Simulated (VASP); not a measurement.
Here is a VASP 6.6.1 calculation.

File INCAR:

```
PREC = Accurate ; ENCUT = 600
EDIFF = 1E-7 ; ISMEAR = 1
SIGMA = 0.1 ; LREAL = False
LASPH = True ; NELM = 80
ALGO = Normal ; ISIF = 3
LWAVE = False ; LCHARG = False
GGA = RP ; IBRION = 2
NSW = 90 ; EDIFFG = -0.005
```

File KPOINTS:

```
regular mesh
0
Gamma
  14 14 14
```

File POSCAR:

```
TiC                                     
1.0
   -0.0000000000      2.1801460324      2.1801460324
    2.1801460324     -0.0000000000      2.1801460324
    2.1801460324      2.1801460324      0.0000000000
  Ti              C             
     1     1
Direct
     0.0000000000000000    0.0000000000000000    0.0000000000000000
     0.5000000000000000    0.5000000000000000    0.5000000000000000
```

Potentials or basis: VASP PAW PBE potentials, release 64 (Ti_sv, C).

The run is started by

```bash
$ cat potpaw_PBE.64/Ti_sv/POTCAR potpaw_PBE.64/C/POTCAR > POTCAR
$ mpirun -np 1 vasp_std > vasp.out
```

**Question.** What does it give for the band gap on the k mesh?

**Answer.** None (metal or under the smearing width).

Final structure:
```xyz
2
Lattice="0.0000 2.1801 2.1801 2.1801 0.0000 2.1801 2.1801 2.1801 0.0000" Properties=species:S:1:pos:R:3 pbc="T T T"
Ti    0.0000    0.0000    0.0000
C     2.1801    2.1801    2.1801
```

Caveat: the relaxation stopped at its first step, so nothing moved.
